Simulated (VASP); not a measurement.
# Bi9Sb7 (Cm) in VASP: a series of runs

Runs on Bi9Sb7. Level: PBE+D3(BJ). Tasks: relaxation of cell and atoms.

All numbers are computed with VASP 6.6.1; they aren't measurements. Logs are shortened: lines on timing, memory, paths and dates and some standing lists are left out, and cuts for length are marked.

## Step 1: Starting point

The structure is monoclinic, space group Cm (No. 8). Conventional cell: a = 15.376 Å, b = 8.877 Å, c = 9.257 Å, α = 90.00°, β = 123.62°, γ = 90.00°. Around Bi (site symmetry m) lie 2 Sb at 3.00 Å and 4 Bi at 3.00 to 3.44 Å. Bi (site symmetry m) is surrounded by 4 Sb at 3.00 to 3.44 Å and 2 Bi at 3.44 Å. Bi (site symmetry 1) has 3 Bi at 3.00 to 3.44 Å and 3 Sb at 3.00 to 3.44 Å as nearest neighbours. Bi (site symmetry m) is surrounded by 4 Bi at 3.00 to 3.44 Å and 2 Sb at 3.44 Å. Around Bi (site symmetry m) lie 2 Sb at 3.00 Å and 4 Bi at 3.00 to 3.44 Å. Bi (site symmetry 1) has 4 Bi at 3.00 to 3.44 Å and 2 Sb at 3.00 to 3.44 Å as nearest neighbours. Bi (site symmetry m) is surrounded by 4 Bi at 3.00 to 3.44 Å and 2 Sb at 3.44 Å. Sb (site symmetry 1) is surrounded by 3 Bi at 3.00 to 3.44 Å and 3 Sb at 3.00 to 3.44 Å.

The cell was built by a generator and needn't be a form met in nature.

## Step 2: Relaxation of cell and atoms, PBE+D3(BJ)

Contents of INCAR:

```
SYSTEM = Bi9Sb7
ALGO     = Normal         ! electronic algorithm
EDIFF    = 1E-6           ! SCF threshold, eV
EDIFFG   = -0.01          ! ionic threshold
ENCUT    = 600            ! plane-wave cutoff, eV
GGA      = PE             ! functional
IBRION   = 2              ! ionic algorithm
ISIF     = 3              ! what is computed and relaxed
ISMEAR   = 0              ! smearing method
IVDW     = 12             ! dispersion correction
LASPH    = .True.         ! aspherical terms in the spheres
LCHARG   = .False.        ! write CHGCAR
LREAL    = .False.        ! projectors in reciprocal space
LUSENCCL = .False.      
LWAVE    = .False.        ! write WAVECAR
NELM     = 80             ! most SCF steps
NSW      = 90             ! ionic steps
PREC     = Accurate       ! precision mode
SIGMA    = 0.03           ! smearing width, eV
```

Contents of KPOINTS:

```
k-points
0
Gamma
  4 4 4
  0 0 0
```

Contents of POSCAR:

```
Bi9Sb7
1.0
    8.8773492800      0.0000000000      0.0000000000
    4.4386746400     -7.6880100000      0.0000000000
    4.4386746400     -2.5626700000     -7.7087103600
Bi Sb
9 7
Direct
    0.1170000000      0.6170000000      0.1490000000
    0.1170000000      0.1170000000      0.1490000000
    0.1170000000      0.6170000000      0.6490000000
    0.1170000000      0.1170000000      0.6490000000
    0.6170000000      0.1170000000      0.6490000000
    0.3830000000      0.3830000000      0.3510000000
    0.3830000000      0.8830000000      0.8510000000
    0.3830000000      0.3830000000      0.8510000000
    0.8830000000      0.8830000000      0.8510000000
    0.6170000000      0.6170000000      0.1490000000
    0.6170000000      0.1170000000      0.1490000000
    0.6170000000      0.6170000000      0.6490000000
    0.3830000000      0.8830000000      0.3510000000
    0.8830000000      0.8830000000      0.3510000000
    0.8830000000      0.3830000000      0.3510000000
    0.8830000000      0.3830000000      0.8510000000
```

Potentials or basis: VASP PAW PBE potentials, release 64 (Bi_d, Sb).

On the command line:

```
$ cat potpaw_PBE.64/Bi_d/POTCAR potpaw_PBE.64/Sb/POTCAR > POTCAR
$ mpirun -np 1 vasp_std > vasp.out
```

OUTCAR:

```text
SYSTEM = Bi9Sb7
   EDIFF = 1E-6
   EDIFFG = -0.01
   ENCUT = 600
   GGA = PE
   IBRION = 2
   ISIF = 3
   ISMEAR = 0
   IVDW = 12
   LASPH = .True.
   LREAL = .False.
   NELM = 80
   NSW = 90
   PREC = Accurate
 IVDW          = 12

 ion  position               nearest neighbor table
   1  0.117  0.617  0.149-  15 3.00   6 3.00  14 3.00   9 3.44   7 3.44   8 3.44
   2  0.117  0.117  0.149-  14 3.00  13 3.00  15 3.00  16 3.44   8 3.44   7 3.44
   3  0.117  0.617  0.649-  16 3.00   8 3.00   9 3.00  14 3.44  13 3.44   6 3.44
   4  0.117  0.117  0.649-   9 3.00   7 3.00  16 3.00  15 3.44   6 3.44  13 3.44
   5  0.617  0.117  0.649-   7 3.00   9 3.00   8 3.00   6 3.44  15 3.44  14 3.44
   6  0.383  0.383  0.351-  10 3.00   1 3.00  11 3.00   5 3.44   4 3.44   3 3.44
[... 8 lines left out ...]
  15  0.883  0.383  0.351-   1 3.00  10 3.00   2 3.00   4 3.44   5 3.44  12 3.44
  16  0.883  0.383  0.851-   3 3.00  12 3.00   4 3.00   2 3.44  11 3.44  10 3.44

  LATTYP: Found a trigonal (rhomboedric) cell.
 ALAT       =     9.2570689477
 COS(alpha) =     0.5401781303

  Lattice vectors:

 A1 = (  -4.4386746400,  -2.5626700000,  -7.7087103600)
 A2 = (   0.0000000000,   5.1253400000,  -7.7087103600)
 A3 = (   4.4386746400,  -2.5626700000,  -7.7087103600)

Analysis of symmetry for initial positions (statically):
=====================================================================
 Subroutine PRICEL returns:
 Original cell was already a primitive cell.

 Routine SETGRP: Setting up the symmetry group for a
 trigonal (rhombohedral) supercell.

 Subroutine GETGRP returns: Found  2 space group operations
 (whereof  1 operations were pure point group operations)
 out of a pool of 12 trial point group operations.

The static configuration has the point symmetry C_1 .
 The point group associated with its full space group is C_1h.

Analysis of symmetry for dynamics (positions and initial velocities):
=====================================================================
 Subroutine PRICEL returns:
 Original cell was already a primitive cell.

 Routine SETGRP: Setting up the symmetry group for a
 trigonal (rhombohedral) supercell.

 Subroutine GETGRP returns: Found  2 space group operations
 (whereof  1 operations were pure point group operations)
 out of a pool of 12 trial point group operations.

The dynamic configuration has the point symmetry C_1 .
 The point group associated with its full space group is C_1h.

 Subroutine INISYM returns: Found  2 space group operations
 (whereof  1 operations are pure point group operations),
 and found     1 'primitive' translations

----------------------------------------------------------------------------------------

                                     Primitive cell

  volume of cell :     526.1129

  direct lattice vectors                    reciprocal lattice vectors
     8.877349280  0.000000000  0.000000000     0.112646238  0.065036336  0.043241128
     4.438674640 -7.688010000  0.000000000     0.000000000 -0.130072672  0.043241128
     4.438674640 -2.562670000 -7.708710360     0.000000000  0.000000000 -0.129723385

  length of vectors
     8.877349280  8.877349285  9.257068948     0.137071861  0.137071861  0.129723385

  position of ions in fractional coordinates (direct lattice)
     0.117000000  0.617000000  0.149000000
     0.117000000  0.117000000  0.149000000
     0.117000000  0.617000000  0.649000000
     0.117000000  0.117000000  0.649000000
     0.617000000  0.117000000  0.649000000
     0.383000000  0.383000000  0.351000000
[... 8 lines left out ...]
     0.883000000  0.383000000  0.351000000
     0.883000000  0.383000000  0.851000000

  ion indices of the primitive-cell ions
   primitive index   ion index
                 1           1
                 2           2
                 3           3
                 4           4
                 5           5
                 6           6
[... 8 lines left out ...]
                15          15
                16          16

----------------------------------------------------------------------------------------

 KPOINTS: k-points

Automatic generation of k-mesh.
 Grid dimensions read from file:
 generate k-points for:    4    4    4

 Generating k-lattice:

  Cartesian coordinates                     Fractional coordinates (reciprocal lattice)
     0.028161560  0.016259084  0.010810282     0.250000000  0.000000000  0.000000000
     0.000000000 -0.032518168  0.010810282     0.000000000  0.250000000  0.000000000
     0.000000000  0.000000000 -0.032430846     0.000000000  0.000000000  0.250000000

  Length of vectors
     0.034267965  0.034267965  0.032430846

  Shift w.r.t. Gamma in fractional coordinates (k-lattice)
     0.000000000  0.000000000  0.000000000

 Subroutine IBZKPT returns following result:
 ===========================================

 Found     24 irreducible k-points:

 Following reciprocal coordinates:
            Coordinates               Weight
  0.000000  0.000000  0.000000      1.000000
  0.250000  0.000000  0.000000      2.000000
  0.000000  0.250000  0.000000      4.000000
  0.500000  0.000000  0.000000      1.000000
  0.000000  0.500000  0.000000      2.000000
  0.250000  0.250000  0.000000      4.000000
[... 16 lines left out ...]
  0.250000  0.000000  0.500000      2.000000
  0.000000  0.000000  0.500000      1.000000
   k-points           NKPTS =     24   k-points in BZ     NKDIM =     24   number of bands    NBANDS=    102
   number of dos      NEDOS =    301   number of ions     NIONS =     16
   total plane-waves  NPLWV = 414720
   dimension x,y,z NGX =    72 NGY =   72 NGZ =   80
   dimension x,y,z NGXF=   144 NGYF=  144 NGZF=  160
   ions per type =               9   7
   NGX,Y,Z   is equivalent  to a cutoff of  13.48, 13.48, 14.37 a.u.
   NGXF,Y,Z  is equivalent  to a cutoff of  26.97, 26.97, 28.73 a.u.
 SYSTEM =  Bi9Sb7
   PREC   = accura    normal or accurate (medium, high low for compatibility)
   ISTART =      0    job   : 0-new  1-cont  2-samecut
   ICHARG =      2    charge: 1-file 2-atom 10-const
   ISPIN  =      1    spin polarized calculation?
   LNONCOLLINEAR =      F non collinear calculations
   LSORBIT =      F    spin-orbit coupling
   LASPH  =      T    aspherical Exc in radial PAW
   ENCUT  =  600.0 eV  44.10 Ry    6.64 a.u.  17.73 17.73 18.49*2*pi/ulx,y,z
   NELM   =     80;   NELMIN=  2; NELMDL= -5     # of ELM steps
   EDIFF  = 0.1E-05   stopping-criterion for ELM
   LREAL  =      F    real-space projection
   EDIFFG = -.1E-01   stopping-criterion for IOM
   NSW    =     90    number of steps for IOM
   IBRION =      2    ionic relax: 0-MD 1-quasi-New 2-CG
   NFREE  =      1    steps in history (QN), initial steepest desc. (CG)
   ISIF   =      3    stress and relaxation
   ISYM   =      2    0-nonsym 1-usesym 2-fastsym
   POTIM  = 0.5000    time-step for ionic-motion
   TEBEG  =    0.0;   TEEND  =   0.0 temperature during run
   PSTRESS=    0.0 pullay stress
   NELECT =     170.0000    total number of electrons
   NUPDOWN=      -1.0000    fix difference up-down
   EMIN   =  10.00;   EMAX   =-10.00  energy-range for DOS
   EFERMI =   0.00;   METHOD = LEGACY
   ISMEAR =     0;   SIGMA  =   0.03  broadening in eV -4-tet -1-fermi 0-gaus
   EFERMI_NEDOS =   21; number of points for ismear=-14 and -15
   IALGO  =     38    algorithm
   IMIX   =      4    mixing-type and parameters
     AMIX     =   0.40;   BMIX     =  1.00
     AMIX_MAG =   1.60;   BMIX_MAG =  1.00
  volume/ion in A,a.u.               =      32.88       221.90
  Fermi-wavevector in a.u.,A,eV,Ry     =   1.123392  2.122904 17.170695  1.262010
  Thomas-Fermi vector in A             =   2.260058
   LORBIT       =      0    0 simple, 1 ext, 2 COOP (PROOUT), +10 PAW based schemes
   GGA     = PE    functional components
   LHFCALC =     F    Hartree Fock is set to
   AEXX    =    0.0000 exact exchange contribution
   IVDW    =    12    specifies the selected vdW correction
   LEPSILON=     F    determine dielectric tensor
   LRPA    =     F    only Hartree local field effects (RPA)
 conjugate gradient relaxation of ions
 non-spin polarized calculation
 Gauss-broadening in eV      SIGMA  =   0.03
  energy-cutoff  :      600.00
  volume of cell :      526.11
 maximum number of plane-waves:     17592
 NGX is ok and might be reduce to    72
   NGX = 35   NGY = 35   NGZ = 37

--------------------------------------- Ionic step        1  -------------------------------------------

 number of electron     169.9999999 magnetization

 Free energy of the ion-electron system (eV)
  ---------------------------------------------------
  ext. energy  EPLUGINS =         0.00000000
  ---------------------------------------------------
  free energy    TOTEN  =       -63.54504163 eV

  energy without entropy =      -63.54349630  energy(sigma->0) =      -63.54426897

------------------------ aborting loop because EDIFF is reached ----------------------------------------

 Edisp (eV)   -7.40429

 E8    (eV) :    -3.5841

  FORCE on cell =-STRESS in cart. coord.  units (eV):
  Direction    XX          YY          ZZ          XY          YZ          ZX
  --------------------------------------------------------------------------------------
  -------------------------------------------------------------------------------------
  Total       1.02439     1.02095     0.23639     0.00298    -0.06829    -0.11828
  in kB       3.11959     3.10910     0.71987     0.00909    -0.20795    -0.36019
  external pressure =        2.32 kB  Pullay stress =        0.00 kB
[... 139 lines left out ...]
  FREE ENERGIE OF THE ION-ELECTRON SYSTEM (eV)
  ---------------------------------------------------
  free  energy   TOTEN  =       -71.0949548040 eV

  energy  without entropy=      -71.0933892985  energy(sigma->0) =      -71.09417205

[... ionic steps 4 to 20 ...]

--------------------------------------- Ionic step       21  -------------------------------------------

 number of electron     170.0000001 magnetization

------------------------ aborting loop because EDIFF is reached ----------------------------------------

 Edisp (eV)   -7.46297

 E8    (eV) :    -3.6122
[... 97 lines left out ...]
  energy  without entropy=      -71.1378012271  energy(sigma->0) =      -71.13859717

--------------------------------------- Ionic step       23  -------------------------------------------

 number of electron     170.0000001 magnetization

 Free energy of the ion-electron system (eV)
  ---------------------------------------------------
  ext. energy  EPLUGINS =         0.00000000
  ---------------------------------------------------
  free energy    TOTEN  =       -63.67627698 eV

  energy without entropy =      -63.67468929  energy(sigma->0) =      -63.67548314

 E-fermi :   6.8224     XC(G=0):  -9.5932

 val. band max:        6.8193130176   @ k =   0.5000   0.0000   0.2500
 cond. band min:       6.8238395050   @ k =   0.0000   0.5000   0.2500
 fundamental gap:      0.0045264874
 Fermi energy:         6.8223676281

 k-point     1 :       0.0000    0.0000    0.0000
  band No.  band energies     occupation
      1     -16.2406      2.00000
      2     -16.1782      2.00000
      3     -16.1453      2.00000
      4     -16.1352      2.00000
      5     -16.1023      2.00000
      6     -16.0971      2.00000
[... 2389 lines left out ...]
     96       9.3594      0.00000
     97       9.4175      0.00000
 [bands above 97 left out]

------------------------ aborting loop because EDIFF is reached ----------------------------------------

 Edisp (eV)   -7.46318

 E8    (eV) :    -3.6123

  FORCE on cell =-STRESS in cart. coord.  units (eV):
  Direction    XX          YY          ZZ          XY          YZ          ZX
  --------------------------------------------------------------------------------------
  -------------------------------------------------------------------------------------
  Total       0.03098     0.02258     0.00888     0.00727    -0.00839    -0.01453
  in kB       0.09504     0.06927     0.02724     0.02232    -0.02574    -0.04458
  external pressure =        0.06 kB  Pullay stress =        0.00 kB
[... 31 lines left out ...]
  FREE ENERGIE OF THE ION-ELECTRON SYSTEM (eV)
  ---------------------------------------------------
  free  energy   TOTEN  =       -71.1394565588 eV

  energy  without entropy=      -71.1378688679  energy(sigma->0) =      -71.13866271

 reached required accuracy - stopping structural energy minimisation
```

Run time: 1.7 h. Hardware: 1 × NVIDIA H100 80GB with 1 thread of AMD EPYC 7R13 (Zen 3), shared host; peak memory 2.3 GiB.

Results:

```
Free energy                            : -71.1395 eV
Relaxed volume                         : 32.64 Å³/atom
Relaxed cell                           : a = 8.897 Å, b = 8.896 Å, c = 9.187 Å, α = 61.04°, β = 61.07°, γ = 60.00°
Space group after relaxing (to 0.05 Å) : Cm (No. 8)
Energy gained by relaxing              : 11.9 meV/atom
Ionic steps                            : 23
Pressure after relaxing                : 0.0 GPa
Largest force after relaxing           : 0.006 eV/Å
Band gap on the k mesh                 : none (metal or under the smearing width)
Dispersion energy per atom             : -0.466 eV
```

Forces on the atoms (eV/Å):
```
Bi  -0.003 -0.002 -0.001
Bi  -0.001  0.000  0.005
Bi  -0.001  0.000  0.003
Bi  -0.001 -0.001  0.003
Bi   0.000  0.000  0.001
Bi   0.005  0.003  0.001
Bi   0.000  0.002 -0.002
Bi   0.001 -0.001 -0.002
Bi   0.001  0.001 -0.001
Sb   0.000  0.001  0.004
Sb   0.001  0.000  0.004
Sb  -0.003 -0.002 -0.005
Sb  -0.001 -0.001 -0.002
Sb   0.002 -0.003 -0.002
Sb  -0.001  0.003 -0.002
Sb   0.001  0.000 -0.001
```

Step by step:
```tsv
step	energy change (eV)	largest force (eV/Å)	pressure (GPa)	volume (Å³)
1	0.0000	0.6643	0.23	526.11
2	-0.1163	0.3124	-0.39	529.74
3	-0.1456	0.1530	-0.84	532.79
4	-0.1705	0.1776	0.46	519.35
5	-0.1782	0.1241	0.02	523.65
6	-0.1827	0.0907	0.01	523.24
7	-0.1866	0.0774	0.02	522.02
8	-0.1870	0.0769	0.02	522.30
9	-0.1884	0.0416	-0.05	522.77
10	-0.1886	0.0298	-0.10	523.06
11	-0.1891	0.0216	0.02	521.83
12	-0.1891	0.0208	0.01	521.94
13	-0.1893	0.0188	0.01	521.99
14	-0.1896	0.0125	0.01	522.13
15	-0.1894	0.0329	0.01	522.41
16	-0.1896	0.0152	0.00	522.23
17	-0.1897	0.0124	0.00	522.35
18	-0.1897	0.0125	0.00	522.41
19	-0.1899	0.0108	-0.01	522.45
20	-0.1900	0.0151	-0.02	522.57
21	-0.1901	0.0114	0.01	522.20
22	-0.1901	0.0113	0.01	522.15
23	-0.1901	0.0060	0.01	522.18
```

Final structure:
```
Bi Sb
1.0
     8.89658    0.00047    0.00242
     4.44788   -7.70396    0.00000
     4.44611   -2.56901   -7.61771
Bi Sb
9 7
Direct
  0.11003 0.61971 0.15054
  0.11583 0.11698 0.15022
  0.11488 0.61701 0.64327
  0.11488 0.12484 0.64327
  0.62128 0.11921 0.64029
  0.39017 0.37969 0.35045
  0.38604 0.87460 0.85386
  0.38604 0.38549 0.85386
  0.87977 0.88021 0.85982
  0.62001 0.62049 0.14996
  0.62001 0.10954 0.14996
  0.62620 0.61544 0.64292
  0.38960 0.88000 0.35040
  0.87487 0.88581 0.35437
  0.87487 0.38496 0.35437
  0.87552 0.38601 0.85245
```

Levels at points of the mesh, in eV from the Fermi level:
| k point | band 83 | band 84 | band 85 | band 86 | band 87 | band 88 |
| --- | --- | --- | --- | --- | --- | --- |
| (0.00, 0.00, 0.00) | -0.40 | -0.38 | -0.22 | -0.19 | -0.14 | -0.06 |
| (0.50, 0.00, 0.00) | -1.38 | -1.05 | -1.03 | 1.12 | 1.42 | 1.56 |
| (0.00, 0.50, 0.00) | -1.38 | -1.03 | -1.02 | 1.22 | 1.30 | 1.54 |
| (0.50, 0.50, 0.00) | -0.85 | -0.43 | -0.36 | 0.66 | 0.70 | 0.86 |
| (0.50, 0.00, 0.50) | -0.85 | -0.39 | -0.38 | 0.66 | 0.66 | 0.89 |
| (0.00, 0.00, 0.50) | -1.14 | -1.02 | -1.01 | 1.48 | 1.52 | 1.52 |

Caveat: spin-orbit coupling is left out, which moves the levels of the heavy elements; pairwise dispersion overbinds metals, which lowers pressure and volume.

(Continued in part 2 of 2.)
